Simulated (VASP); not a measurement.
# NbAs: Ge into a neighbouring Nb vacancy

Aim: the barrier for one hop in NbAs: Ge into a neighbouring Nb vacancy. The start is a cell from a database of measured crystal structures.

Program: VASP 6.6.1. Level of theory: LDA; plane waves and PAW (Nb_pv, As), in the first sound run; inputs show where later runs differ. Results are calculated unless marked as measured.

**1. The host crystal**

It takes space group I4_1md (No. 109, tetragonal). Conventional cell: a = 3.452 Å, b = 3.452 Å, c = 11.680 Å, α = 90.00°, β = 90.00°, γ = 90.00°. Nearest to Nb lie 6 As at 2.60 to 2.63 Å. As has 6 Nb at 2.60 to 2.63 Å nearest. Farther neighbours are not listed.

**2. Relax the host**

The later steps need the crystal at this functional's own lattice; a raised cutoff keeps the stress reliable while the cell changes.

File INCAR:

```
SYSTEM = NbAs
PREC = Accurate
ENCUT = 350
EDIFF = 1E-06
NELM = 120
ISMEAR = 0
SIGMA = 0.1
LREAL = .FALSE.
ALGO = Normal
GGA = CA
NBANDS = 22
LASPH = .TRUE.
LORBIT = 11
LWAVE = .FALSE.
LCHARG = .FALSE.
KPAR = 3
IBRION = 2
NSW = 40
ISIF = 3
EDIFFG = -0.02
POTIM = 0.4
```

File POSCAR:

```
NbAs
1.0
   -1.7258500000      1.7258500000      5.8400000000
    1.7258500000     -1.7258500000      5.8400000000
    1.7258500000      1.7258500000     -5.8400000000
Nb As
2 2
Direct
    0.5000000000      0.0000000000      0.5000000000
    0.7500000000      0.7500000000      0.0000000000
    0.9160000000      0.4160000000      0.5000000000
    0.1660000000      0.1660000000      0.0000000000
```

File KPOINTS:

```
Automatic mesh
0
Gamma
8 8 8
0 0 0
```

PAW data sets: Nb_pv and As (LDA family, release 64).

Command:

```bash
> mpirun -np 3 vasp_std
```

The log of the run:

```text
[banner, memory and clock lines left out]
running    3 mpi-ranks, on    1 nodes
 distrk:  each k-point on    1 cores,    3 groups
 distr:  one band on    1 cores,    1 groups

 POSCAR found type information on POSCAR NbAs
 POSCAR found :  2 types and       4 ions
 LDA part: xc-table for (Slater(with rela. corr.)+CA(PZ))
 , standard interpolation
 POSCAR, INCAR and KPOINTS ok, starting setup
 FFT: planning ... GRIDC
 FFT: planning ... GRID_SOFT
 FFT: planning ... GRID
 WAVECAR not read
 entering main loop
       N       E                     dE             d eps       ncg     rms          rms(c)
DAV:   1     0.231442454281E+03    0.23144E+03   -0.12691E+04  2596   0.108E+03
DAV:   2    -0.192984930551E+02   -0.25074E+03   -0.24165E+03  2626   0.425E+02
DAV:   3    -0.374915266100E+02   -0.18193E+02   -0.16927E+02  3748   0.843E+01
DAV:   4    -0.381167536619E+02   -0.62523E+00   -0.61835E+00  3328   0.161E+01
DAV:   5    -0.381367496438E+02   -0.19996E-01   -0.19963E-01  3426   0.278E+00    0.283E+01
DAV:   6    -0.361868109161E+02    0.19499E+01   -0.76376E+00  3744   0.216E+01    0.973E+00
DAV:   7    -0.361014186508E+02    0.85392E-01   -0.27040E-01  2986   0.348E+00    0.483E+00
DAV:   8    -0.360807696267E+02    0.20649E-01   -0.54735E-02  3466   0.121E+00    0.487E-01
DAV:   9    -0.360797599532E+02    0.10097E-02   -0.56556E-03  3098   0.407E-01    0.276E-01
DAV:  10    -0.360796863256E+02    0.73628E-04   -0.54025E-04  3664   0.233E-01    0.603E-02
DAV:  11    -0.360796671234E+02    0.19202E-04   -0.38261E-05  3550   0.611E-02    0.203E-02
DAV:  12    -0.360796669427E+02    0.18071E-06   -0.10822E-06  2318   0.781E-03
   1 F= -.36079667E+02 E0= -.36076780E+02  d E =-.360797E+02
 curvature:   0.00 expect dE= 0.000E+00 dE for cont linesearch  0.000E+00
 trial: gam= 0.00000 g(F)=  0.127E-01 g(S)=  0.816E-01 ort = 0.000E+00 (trialstep = 0.100E+01)
 search vector abs. value=  0.943E-01
 bond charge predicted
       N       E                     dE             d eps       ncg     rms          rms(c)
DAV:   1    -0.364324698764E+02   -0.35280E+00   -0.10640E+01  2662   0.312E+01    0.641E+00
DAV:   2    -0.361387541244E+02    0.29372E+00   -0.90920E-01  3102   0.957E+00    0.227E+00
DAV:   3    -0.360809205397E+02    0.57834E-01   -0.18911E-01  3764   0.376E+00    0.588E-01
DAV:   4    -0.360767728991E+02    0.41476E-02   -0.35625E-02  3578   0.119E+00    0.342E-01
DAV:   5    -0.360749672717E+02    0.18056E-02   -0.14481E-02  3704   0.123E+00    0.474E-01
DAV:   6    -0.360751790840E+02   -0.21181E-03   -0.54503E-04  3176   0.183E-01    0.181E-01
DAV:   7    -0.360748412499E+02    0.33783E-03   -0.13716E-03  3722   0.274E-01    0.288E-02
DAV:   8    -0.360748464237E+02   -0.51737E-05   -0.55001E-05  2938   0.479E-02    0.265E-02
DAV:   9    -0.360748459228E+02    0.50088E-06   -0.50471E-07  2240   0.765E-03
   2 F= -.36074846E+02 E0= -.36072082E+02  d E =0.482102E-02
[...]
3 F= -.36102831E+02 E0= -.36100011E+02  d E =-.231645E-01
[...]
4 F= -.36105603E+02 E0= -.36102784E+02  d E =-.277159E-02
[...]
5 F= -.36105667E+02 E0= -.36102850E+02  d E =-.283580E-02
[...]
6 F= -.36106256E+02 E0= -.36103463E+02  d E =-.588461E-03
 trial-energy change:   -0.000588  1 .order   -0.000595   -0.000779   -0.000411
 step:   2.3024(harm=  1.9642)  dis= 0.00260  next Energy=   -36.106540 (dE=-0.872E-03)
 bond charge predicted
       N       E                     dE             d eps       ncg     rms          rms(c)
DAV:   1    -0.361087343532E+02   -0.24783E-02   -0.12530E-01  2596   0.262E+00    0.280E-01
DAV:   2    -0.361070414852E+02    0.16929E-02   -0.66350E-03  3264   0.687E-01    0.126E-01
DAV:   3    -0.361064376457E+02    0.60384E-03   -0.10209E-03  3318   0.240E-01    0.352E-02
DAV:   4    -0.361064256497E+02    0.11996E-04   -0.14191E-04  3512   0.858E-02    0.195E-02
DAV:   5    -0.361064248452E+02    0.80448E-06   -0.51974E-06  3226   0.190E-02
   7 F= -.36106425E+02 E0= -.36103719E+02  d E =-.757608E-03
 curvature:  -1.02 expect dE=-0.374E-04 dE for cont linesearch -0.298E-04
 trial: gam= 0.00000 g(F)=  0.114E-06 g(S)=  0.364E-04 ort =-0.169E-03 (trialstep = 0.120E+01)
 search vector abs. value=  0.365E-04
 reached required accuracy - stopping structural energy minimisation
```

It took 93 s on 3 MPI ranks of AMD EPYC 9R45, shared host; peak memory 0.62 GiB; 3.9 min of CPU time.

Lines that name or quote the potential files are left out of all logs, and their timing lines are given in words.

Parts of OUTCAR (step 2):

```text
ion  position               nearest neighbor table
   1  0.500  0.000  0.500-   4 2.60   4 2.60   3 2.63   3 2.63   3 2.63   3 2.63   2 3.39   2 3.39
                             2 3.39   2 3.39
   2  0.750  0.750  0.000-   3 2.60   3 2.60   4 2.63   4 2.63   4 2.63   4 2.63   1 3.39   1 3.39
                             1 3.39   1 3.39
   3  0.916  0.416  0.500-   2 2.60   2 2.60   1 2.63   1 2.63   1 2.63   1 2.63
   4  0.166  0.166  0.000-   1 2.60   1 2.60   2 2.63   2 2.63   2 2.63   2 2.63

  LATTYP: Found a body centered tetragonal cell.
 ALAT       =     3.4517000000
 C/A-ratio  =     3.3838398470

 Subroutine GETGRP returns: Found  8 space group operations
 (whereof  4 operations were pure point group operations)

The static configuration has the point symmetry C_2v.
 The point group associated with its full space group is C_4v.

 Found     59 irreducible k-points:

   k-points           NKPTS =     59   k-points in BZ     NKDIM =     59   number of bands    NBANDS=     22

   dimension x,y,z NGX =    40 NGY =   40 NGZ =   40
   dimension x,y,z NGXF=    80 NGYF=   80 NGZF=   80

   ENCUT  =  350.0 eV  25.72 Ry    5.07 a.u.   9.66  9.66  9.66*2*pi/ulx,y,z

   NELECT =      32.0000    total number of electrons

 k-points in reciprocal lattice and weights: Automatic mesh
   0.00000000  0.00000000  0.00000000       0.002
   0.12500000 -0.00000000  0.00000000       0.016
   0.25000000 -0.00000000  0.00000000       0.016
   0.37500000 -0.00000000  0.00000000       0.016
   0.50000000 -0.00000000  0.00000000       0.008
   0.12500000  0.12500000  0.00000000       0.016
   0.25000000  0.12500000  0.00000000       0.031
   0.37500000  0.12500000  0.00000000       0.031
   0.50000000  0.12500000  0.00000000       0.031
[...]
-0.37500000 -0.37500000  0.37500000       0.004
   0.50000000  0.50000000  0.50000000       0.002

 average (electrostatic) potential at core
       1 -34.0701       2 -34.0701       3 -51.2701       4 -51.2701

 E-fermi :   6.5812

 k-point     1 :       0.0000    0.0000    0.0000
  band No.  band energies     occupation
    ...
     12       4.3370      2.00000
     13       4.4597      2.00000
     14       4.8439      2.00000
     15       5.1885      2.00000
     16       5.1885      2.00000
     17       7.2577      0.00000
     18       7.8601      0.00000
     19       9.1338      0.00000
     20       9.6519      0.00000
     21       9.6519      0.00000
    ...

 k-point     2 :       0.1250   -0.0000    0.0000
  band No.  band energies     occupation
    ...
     12       4.1644      2.00000
     13       4.6042      2.00000
     14       4.7846      2.00000
     15       5.0926      2.00000
     16       5.4186      2.00000
     17       7.0593      0.00000
     18       7.6278      0.00000
     19       8.7064      0.00000
     20       9.4878      0.00000
     21       9.8195      0.00000
    ...

 k-point     3 :       0.2500   -0.0000    0.0000
  band No.  band energies     occupation
    ...
     12       3.7967      2.00000
     13       4.7273      2.00000
     14       4.8778      2.00000
     15       4.9505      2.00000
     16       5.9893      2.00000
     17       6.7998      0.00200
     18       7.5771      0.00000
     19       8.0413      0.00000
     20       8.9752      0.00000
     21       9.5451      0.00000
    ...

  Total       -0.0128555     -0.0128555      0.0586428      0.0000000      0.0000000      0.0000000
  in kB       -0.3028482     -0.3028482      1.3814960      0.0000000      0.0000000      0.0000000
  external PRESSURE =       0.2585999 kB  Pullay stress =       0.0000000 kB

  energy-cutoff  :      350.00
  volume of cell :       68.01
      direct lattice vectors                 reciprocal lattice vectors
    -1.716012308  1.716012308  5.773974809     0.000000000  0.291373201  0.086595459
     1.716012308 -1.716012308  5.773974809     0.291373201  0.000000000  0.086595459
     1.716012308  1.716012308 -5.773974809     0.291373201  0.291373201  0.000000000

 POSITION                                       TOTAL-FORCE (eV/Angst)
 -----------------------------------------------------------------------------------
      1.71601      0.00000      5.75846        -0.000000     -0.000000     -0.000860
      0.00000      0.00000      8.64545         0.000000      0.000000     -0.000860
     -0.00000      1.71601      4.81946        -0.000000     -0.000000      0.000860
      0.00000      0.00000      1.93247         0.000000      0.000000      0.000860
 -----------------------------------------------------------------------------------
    total drift:                               -0.000001     -0.000001     -0.002019

  FREE ENERGIE OF THE ION-ELECTRON SYSTEM (eV)
  ---------------------------------------------------
  free  energy   TOTEN  =       -36.1064248452 eV

  energy  without entropy=      -36.1010133313  energy(sigma->0) =      -36.10371909

 reached required accuracy - stopping structural energy minimisation

 total charge
# of ion       s       p       d       tot
------------------------------------------
    1        0.321   6.353   3.161   9.835
    2        0.321   6.353   3.161   9.835
    3        1.208   1.667   0.079   2.954
    4        1.208   1.667   0.079   2.954
--------------------------------------------------
tot          3.058  16.039   6.479  25.576

[... 3 further parts left out ...]
```

The gap is read on the k-mesh alone, so it is an upper bound where the band edges lie off the mesh. The gap is under twice the smearing width, so the edge states are partly filled and the run can't tell a small gap from a semimetal. The run keeps the 8 symmetry operations of its start, so it cannot find a distortion of lower symmetry.

Step by step:

```
step  energy less that of the first step (eV)  largest force (eV/Å)  pressure (GPa)  volume (Å³)
   1                                   0.0000                0.2874           -3.82        69.58
   2                                   0.0048                0.0328            5.35        66.29
   3                                  -0.0232                0.1754            0.34        67.99
   4                                  -0.0259                0.0254           -0.01        68.09
   5                                  -0.0260                0.0006           -0.07        68.11
   6                                  -0.0266                0.0003           -0.04        68.07
   7                                  -0.0268                0.0009            0.03        68.01
```

```
conventional cell, symmetrised  before   after  change
                         a (Å)   3.452   3.432  -0.6 %
                         b (Å)   3.452   3.432  -0.6 %
                         c (Å)  11.680  11.548  -1.1 %
              volume (Å³/atom)   17.39   17.00  -2.3 %
```

The atoms that moved most (Å, as changes of fractional coordinates times the final cell):

```
atom     dx     dy      dz  length
 Nb2  0.000  0.000  -0.016   0.016
 As3  0.000  0.000   0.016   0.016
 As4  0.000  0.000   0.016   0.016
 Nb1  0.000  0.000  -0.016   0.016
```

The relaxed structure:

```cif
data_structure
_symmetry_space_group_name_H-M 'P 1'
_symmetry_Int_Tables_number 1
_cell_length_a 6.2632
_cell_length_b 6.2632
_cell_length_c 6.2632
_cell_angle_alpha 148.197
_cell_angle_beta 148.197
_cell_angle_gamma 45.594
_cell_volume 68.01
loop_
_atom_site_label
_atom_site_type_symbol
_atom_site_fract_x
_atom_site_fract_y
_atom_site_fract_z
_atom_site_occupancy
Nb1 Nb 0.49866 0.99866 0.50000 1
Nb2 Nb 0.74866 0.74866 0.00000 1
As3 As 0.91734 0.41734 0.50000 1
As4 As 0.16734 0.16734 0.00000 1
```

This step gave:

| Item | Value |
| --- | --- |
| electronic cycles | 51 |
| electrons | 32 |
| free energy (TOTEN) | -36.11 eV |
| energy at zero smearing | -36.10 eV |
| Fermi energy | 6.581 eV |
| labelled metallic, from the levels on this mesh | no |
| gap on the k-mesh | 0.04960 eV |
| least direct gap on the k-mesh | 0.05250 eV |

The run ended after 7 ionic steps, 0.027 eV below its first step, once forces and stress met EDIFFG = -0.02.

[end of part 1 of 4]

[Lines on the potential files, build, host, timing and source positions are cut from VASP's logs without a mark.]

[Logs are printed without paths, hosts, clocks, repeated set-up lines and the standing remarks that a program may print on its own settings, such as how far it seeks lower states.]

[Hosts, paths, dates, database ids (printed as entryN), source tags and the programs' standing remarks are cut or masked in the printed files.]

[Runs that stopped without an error message from VASP are left out.]
